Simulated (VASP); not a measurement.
# Band-edge properties of BiB (Fm-3m), part 3 of 3

Aim: the gap of BiB, the masses at its band edges and their response to strain. The cell is generated by rule, not measured, and may not be a known phase.

VASP 6.6.1, plane waves and PAW; the level of theory is named at each step.

Still holding for the runs below: The k-mesh is coarse for a metal.

So far. Step 3 (Bands on a dense mesh): At 4.0 GPa the cell is away from the equilibrium volume of this level: left free, it would expand. Step 5 (Orbitals for bands with HSE06): The run ends at a pressure of 4.31 GPa.

The structure was built from a prototype and need not be the compound's stable phase.

## Step 6: Bands with HSE06

This step: HSE06; plane waves and PAW (B, Bi_d); invented cell (VASP 6.6.1).

A quarter of screened exact exchange corrects much of the semilocal gap error; its cost forces a coarser mesh.

INCAR reads:

```
SYSTEM = BiB
PREC = Accurate
ENCUT = 420
EDIFF = 1E-06
NELM = 100
ISMEAR = 0
SIGMA = 0.02
LREAL = .FALSE.
ALGO = Normal
LHFCALC = .TRUE.
AEXX = 0.25
GGA = PE
HFSCREEN = 0.2
LASPH = .TRUE.
NBANDS = 15
PRECFOCK = Fast
LORBIT = 11
LWAVE = .FALSE.
LCHARG = .FALSE.
KPAR = 4
ISIF = 2
```

POSCAR reads:

```
BiB
1.0
    0.0000000000      2.6000000000      2.6000000000
    2.6000000000      0.0000000000      2.6000000000
    2.6000000000      2.6000000000      0.0000000000
B Bi
1 1
Direct
    0.0000000000      0.0000000000      0.0000000000
    0.5000000000      0.5000000000      0.5000000000
```

KPOINTS reads:

```
Automatic mesh
0
Gamma
6 6 6
0 0 0
```

KPOINTS_OPT reads:

```
Line mode
8
Line-mode
Reciprocal
  0.00000000   0.00000000   0.00000000 GAMMA
  0.50000000   0.00000000   0.50000000 X

  0.50000000   0.00000000   0.50000000 X
  0.50000000   0.25000000   0.75000000 W

  0.50000000   0.25000000   0.75000000 W
  0.37500000   0.37500000   0.75000000 K

  0.37500000   0.37500000   0.75000000 K
  0.00000000   0.00000000   0.00000000 GAMMA

  0.00000000   0.00000000   0.00000000 GAMMA
  0.50000000   0.50000000   0.50000000 L

  0.50000000   0.50000000   0.50000000 L
  0.62500000   0.25000000   0.62500000 U

  0.62500000   0.25000000   0.62500000 U
  0.50000000   0.25000000   0.75000000 W

  0.50000000   0.25000000   0.75000000 W
  0.50000000   0.50000000   0.50000000 L

  0.50000000   0.50000000   0.50000000 L
  0.37500000   0.37500000   0.75000000 K

  0.62500000   0.25000000   0.62500000 U
  0.50000000   0.00000000   0.50000000 X
```

PAW data sets: B and Bi_d (PBE family, release 64).

The run starts from files that an earlier step left in the folder.

Command:

```sh
mpirun -np 4 vasp_std
```

What it wrote:

```text
[banner, memory and clock lines left out]
running    4 mpi-ranks, on    1 nodes
 distrk:  each k-point on    1 cores,    4 groups
 distr:  one band on    1 cores,    1 groups

 POSCAR found type information on POSCAR B Bi
 POSCAR found :  2 types and       2 ions
 LDA part: xc-table for (Slater+PW92), standard interpolation
 found WAVECAR, reading the header
 POSCAR, INCAR and KPOINTS ok, starting setup
 FFT: planning ... GRIDC
 FFT: planning ... GRID_SOFT
 FFT: planning ... GRID
 reading WAVECAR
 the WAVECAR file was read successfully
 initial charge from wavefunction
 entering main loop
       N       E                     dE             d eps       ncg     rms          rms(c)
DAV:   1    -0.938041257375E+01   -0.93804E+01   -0.39076E-01   564   0.626E+00    0.413E-01
DAV:   2    -0.937923936244E+01    0.11732E-02   -0.13337E-02   509   0.850E-01    0.229E-01
DAV:   3    -0.937890654411E+01    0.33282E-03   -0.37558E-03   543   0.359E-01    0.119E-01
DAV:   4    -0.937913946634E+01   -0.23292E-03   -0.51309E-04   564   0.138E-01    0.756E-02
DAV:   5    -0.937916855395E+01   -0.29088E-04   -0.32877E-05   731   0.716E-02    0.474E-02
DAV:   6    -0.937917566801E+01   -0.71141E-05   -0.10526E-05   724   0.350E-02    0.289E-02
DAV:   7    -0.937917404954E+01    0.16185E-05   -0.31781E-06   500   0.147E-02    0.189E-02
DAV:   8    -0.937917372083E+01    0.32871E-06   -0.20860E-06   418   0.917E-03
   1 F= -.93791737E+01 E0= -.93787926E+01  d E =-.762320E-03
 Start KPOINTS_OPT (optional k-point list driver)
k-point batch [1-16\80]
       N       E                     dE             ncg
DAV:   1     0.885206014191E+02   -0.81859E+04      480
DAV:   2    -0.219298214280E+04   -0.22815E+04      515
DAV:   3    -0.234187978050E+04   -0.14890E+03      641
DAV:   4    -0.234629673460E+04   -0.44170E+01      594
DAV:   5    -0.234641750577E+04   -0.12077E+00      680
DAV:   6    -0.234642299971E+04   -0.54939E-02      737
DAV:   7    -0.234642305961E+04   -0.59892E-04      629
DAV:   8    -0.234642306006E+04   -0.45624E-06      506
[...]
k-point batch [65-80\80]
       N       E                     dE             ncg
DAV:   1    -0.302597354788E+01   -0.10184E+05      487
DAV:   2    -0.222670375236E+04   -0.22237E+04      557
DAV:   3    -0.236695005215E+04   -0.14025E+03      585
DAV:   4    -0.237029503596E+04   -0.33450E+01      636
DAV:   5    -0.237039985877E+04   -0.10482E+00      730
DAV:   6    -0.237040471060E+04   -0.48518E-02      778
DAV:   7    -0.237040476443E+04   -0.53830E-04      665
DAV:   8    -0.237040476483E+04   -0.39840E-06      506
```

Run time: 14 min. Hardware: 4 MPI ranks of AMD EPYC 7R43, shared host; peak memory 0.99 GiB.

OUTCAR, selected parts (step 6):

```text
   k-points           NKPTS =     16   k-points in BZ     NKDIM =    216   number of bands    NBANDS=     15

   NELECT =      18.0000    total number of electrons

  exchange ACFDT corr.  =         0.00000000  see jH, gK, PRB 81, 115126

 E-fermi :   8.5466

 k-point     1 :       0.0000    0.0000    0.0000
  band No.  band energies     occupation
    ...
      5     -16.4103      2.00000
      6      -7.5524      2.00000
      7       8.4103      2.00000
      8       8.4162      2.00000
      9       8.4254      2.00000
     10       9.1649      0.00000
     11      16.2198      0.00000
     12      16.2200      0.00000
     13      16.2206      0.00000
     14      17.6565      0.00000
    ...

  Total        0.3525973      0.3525973      0.3525973     -0.0000000      0.0000000     -0.0000000
  in kB       16.0708740     16.0708740     16.0708740     -0.0000000      0.0000000     -0.0000000
  external PRESSURE =      16.0708740 kB  Pullay stress =       0.0000000 kB

 POSITION                                       TOTAL-FORCE (eV/Angst)
 -----------------------------------------------------------------------------------
      0.00000      0.00000      0.00000         0.000000      0.000000      0.000000
      2.60000      2.60000      2.60000        -0.000000     -0.000000     -0.000000
 -----------------------------------------------------------------------------------
    total drift:                               -0.000001     -0.000000     -0.000000

  FREE ENERGIE OF THE ION-ELECTRON SYSTEM (eV)
  ---------------------------------------------------
  free  energy   TOTEN  =        -9.3791737208 eV

  energy  without entropy=       -9.3784114009  energy(sigma->0) =       -9.37879256

[... 7 parts as in an earlier step ...]

[... 9 further parts left out ...]
```

The PAW data sets were made with PBE, which is usual practice but a small mismatch for other functionals.

This step gave:

| Item | Value |
| --- | --- |
| SCF cycles | 8 |
| free energy (TOTEN) | -9.379 eV |
| energy at zero smearing | -9.379 eV |
| Fermi energy | 8.547 eV |
| pressure | 1.607 GPa |

Electronic bands along the path, in eV, zero at the Fermi level; # counts the bands kept, so #1 is VASP's band 7:

```
          point     #1     #2     #3     #4    #5    #6     #7
              Γ  -0.15  -0.13  -0.11   0.62  7.67  7.67   7.67
0.43 of the way  -3.42  -1.68  -1.67   0.69  5.90  6.08   7.87
              X  -7.26  -4.65  -3.45  -3.45  4.34  9.85   9.85
0.43 of the way  -6.96  -6.23  -4.09  -1.16  5.26  8.17  10.14
              W  -7.40  -5.74  -5.74   2.57  4.38  7.99   7.99
0.57 of the way  -7.66  -6.32  -3.91   0.66  5.94  7.07   9.19
              K  -7.77  -6.46  -2.46  -0.89  6.42  7.54   9.20
0.57 of the way  -5.09  -2.25   1.28   3.30  3.56  4.49   6.70
              Γ  -0.15  -0.13  -0.11   0.62  7.67  7.67   7.67
0.57 of the way  -6.37   0.30   0.31   3.12  4.24  4.24   4.66
              L  -9.85   1.22   1.22   2.18  2.18  3.34   3.58
0.43 of the way  -9.41  -2.41  -0.61   0.81  4.44  5.12   7.18
              U  -7.77  -6.46  -2.46  -0.89  6.42  7.54   9.20
0.43 of the way  -7.66  -6.32  -3.91   0.66  5.94  7.07   9.19
              W  -7.40  -5.74  -5.74   2.57  4.38  7.99   7.99
0.43 of the way  -8.83  -3.73  -3.35   2.31  3.55  7.44   8.28
              L  -9.85   1.22   1.22   2.18  2.18  3.34   3.58
0.43 of the way  -9.41  -2.41  -0.61   0.81  4.44  5.12   7.18
              K  -7.77  -6.46  -2.46  -0.89  6.42  7.54   9.20
      jump to U  -7.77  -6.46  -2.46  -0.89  6.42  7.54   9.20
0.57 of the way  -7.11  -5.87  -3.27  -2.40  4.83  9.33   9.61
              X  -7.26  -4.65  -3.45  -3.45  4.34  9.85   9.85
```

Of the projections kept (B, Bi), the largest for each band there; the rest of the weight can lie on other orbitals:

| point | #1 | #2 | #3 | #4 | #5 | #6 | #7 |
| --- | --- | --- | --- | --- | --- | --- | --- |
| Γ | B 0.58 | B 0.58 | B 0.58 | B 0.57 | Bi 0.77 | Bi 0.77 | Bi 0.77 |
| X | Bi 0.70 | B 0.66 | Bi 0.60 | Bi 0.60 | Bi 1.00 | B 0.52 | B 0.52 |
| W | B 0.72 | Bi 0.67 | Bi 0.67 | B 0.74 | Bi 0.78 | B 0.74 | B 0.74 |
| K | B 0.65 | Bi 0.69 | Bi 0.59 | B 0.50 | B 0.67 | Bi 0.58 | Bi 0.69 |
| Γ | B 0.58 | B 0.58 | B 0.58 | B 0.57 | Bi 0.77 | Bi 0.77 | Bi 0.77 |
| L | B 0.58 | B 0.82 | B 0.82 | Bi 1.00 | Bi 1.00 | B 0.61 | Bi 0.53 |

The electronic bands as a text plot (rows in eV, shown from -8.0 to 3.6 only):

```
    3.3 |                   ***       **** *         *  *
    2.9 |  *                   *     *    *           *  *
    2.4 |             *     **      *   **        **** **
    1.9 | *          *          **        *      *    ** *
    1.4 |              *      *    *     * *            *
    0.9 |   *              ***          * * *            **
    0.4 |*                     *  *   **  *     *      * * *
    0.0 |*          *   * **    ******     * *              *
   -0.5 | *                     **          * *           *  *
   -1.0 | **       *     *     *           *   *      *    *  *
   -1.5 |   *             *     ** *         *              *
   -2.0 |    **                               *      *       *
   -2.4 |  * **          *    *             *  *     *    *    *
   -2.9 |      *  *                 *                         *
   -3.4 |   *   ***     *   ** *                               **
   -3.9 |      *   *                            *          *
   -4.4 |    ** *   *  *                            *
   -4.9 |        **        *  *      *       *   *  *       *   *
   -5.3 |      *     **                            *
   -5.8 |             *   *                   *   *          * *
   -6.3 |       *  * * ***            *        ***
   -6.8 |          **       **                                *
   -7.3 |        **  **                          **           ***
   -7.8 |              *** *           *       **  *
         Γ       X    W  K        Γ      L     U  W     L   K|U X
```

## Step 7: Summary of results

```
gap, PBE                               : none
gap with spin-orbit coupling           : none
gap, HSE06 without spin-orbit coupling : none
```

In words: At this level the bands overlap or touch. Masses were not obtained, since there is no gap at this level. The strain response was not obtained, since there is no gap at this level.

[Lines on the potential files, build, host, timing and source positions are cut from VASP's logs without a mark.]

[Logs are printed without paths, hosts, clocks, repeated set-up lines and the standing remarks that a program may print on its own settings, such as how far it seeks lower states.]

[Hosts, paths, dates, database ids (printed as entryN), source tags and the programs' standing remarks are cut or masked in the printed files.]

[In band tables of VASP the shares of atoms and orbitals are scaled to a sum of 1 inside the atoms' spheres.]

[Gaps and slopes under strain along one axis are those of the sampled path and mesh points; where strain splits equal valleys, another of them can be the edge.]
